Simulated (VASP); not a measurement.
Output of a VASP run:

File OSZICAR:
```
       N       E                     dE             d eps       ncg     rms          rms(c)
DAV:   1     0.354468849599E+02    0.35447E+02   -0.51995E+03  1528   0.127E+03
DAV:   2    -0.974259089887E+01   -0.45189E+02   -0.43580E+02  1522   0.181E+02
DAV:   3    -0.109053885371E+02   -0.11628E+01   -0.11480E+01  1808   0.398E+01
DAV:   4    -0.109289722772E+02   -0.23584E-01   -0.23566E-01  1931   0.508E+00
DAV:   5    -0.109293880589E+02   -0.41578E-03   -0.41576E-03  1819   0.589E-01    0.143E+01
DAV:   6    -0.121936522529E+02   -0.12643E+01   -0.62272E+01  1707   0.128E+02    0.153E+01
DAV:   7    -0.913815043869E+01    0.30555E+01   -0.29185E+01  1656   0.790E+01    0.249E+00
DAV:   8    -0.910018974596E+01    0.37961E-01   -0.20294E-01  1754   0.610E+00    0.128E+00
DAV:   9    -0.908767479092E+01    0.12515E-01   -0.34057E-02  1827   0.287E+00    0.279E-01
DAV:  10    -0.908741967782E+01    0.25511E-03   -0.92106E-04  2060   0.451E-01    0.134E-01
DAV:  11    -0.908741452283E+01    0.51550E-05   -0.21368E-05  1725   0.439E-02    0.106E-02
DAV:  12    -0.908741413469E+01    0.38814E-06   -0.46187E-06  1965   0.337E-02    0.615E-03
DAV:  13    -0.908741421723E+01   -0.82543E-07   -0.87063E-08   848   0.435E-03
   1 F= -.90874142E+01 E0= -.90871878E+01  d E =-.679394E-03
```

File OUTCAR:
```
------------------------ aborting loop because EDIFF is reached ----------------------------------------
  FORCE on cell =-STRESS in cart. coord.  units (eV):
  Direction    XX          YY          ZZ          XY          YZ          ZX
  --------------------------------------------------------------------------------------
  Total        1.8070576      1.8070576      1.8070576     -0.0000000     -0.0000000     -0.0000000
  in kB      132.4192354    132.4192354    132.4192354     -0.0000000     -0.0000000     -0.0000000
  external PRESSURE =     132.4192354 kB  Pullay stress =       0.0000000 kB
  volume of cell :       21.86
      direct lattice vectors                 reciprocal lattice vectors
     2.796257518  0.000000000  0.000000000     0.357620853  0.000000000  0.000000000
     0.000000000  2.796257518  0.000000000     0.000000000  0.357620853  0.000000000
     0.000000000  0.000000000  2.796257518     0.000000000  0.000000000  0.357620853
 POSITION                                       TOTAL-FORCE (eV/Angst)
 -----------------------------------------------------------------------------------
      1.39813      1.39813      1.39813         0.000000      0.000000      0.000000
      0.00000      0.00000      0.00000         0.000000      0.000000      0.000000
 -----------------------------------------------------------------------------------
    total drift:                                0.000000      0.000000      0.000000
  FREE ENERGIE OF THE ION-ELECTRON SYSTEM (eV)
  ---------------------------------------------------
  free  energy   TOTEN  =        -9.0874142172 eV

  energy  without entropy=       -9.0867348232  energy(sigma->0) =       -9.08718775
```
(Selected blocks of OUTCAR.)

File POSCAR:
```
FeAl
1
    2.7962575177     0.0000000000     0.0000000000
    0.0000000000     2.7962575177     0.0000000000
    0.0000000000     0.0000000000     2.7962575177
Al Fe
1 1
Direct
  0.5000000000   0.5000000000   0.5000000000
  0.0000000000   0.0000000000   0.0000000000
```

**Question.** Write an INCAR and KPOINTS that could have produced this output.

**Answer.** Several could match; the one computed here: the input of the run itself, optB86b-vdW, plane waves, VASP's PBE PAW potentials (set 64).

INCAR:
```
AGGAC  =  0.0
ALGO  =  Normal
EDIFF  =  1E-7
ENCUT  =  520
GGA  =  MK
ISIF  =  2
ISMEAR  =  1
LASPH  =  .True.
LCHARG  =  .False.
LMAXMIX  =  4
LREAL  =  .False.
LUSE_VDW  =  .True.
LWAVE  =  .False.
NELM  =  100
PARAM1  =  0.1234
PARAM2  =  1.0
PREC  =  Accurate
SIGMA  =  0.1
SYSTEM  =  FeAl
```

File KPOINTS:
```
Automatic mesh
0
Gamma
13 13 13
0 0 0
```

POTCAR, in this order: Al Fe (PBE.64 set). Program: vasp_std.

The compound is FeAl in the CsCl type structure. This cell is one point of a volume scan, at 0.94 of the reference volume. The run is not spin-polarised, so no magnetic state was tried. The electron count is odd and the run is not spin-polarised, which forces a metal.
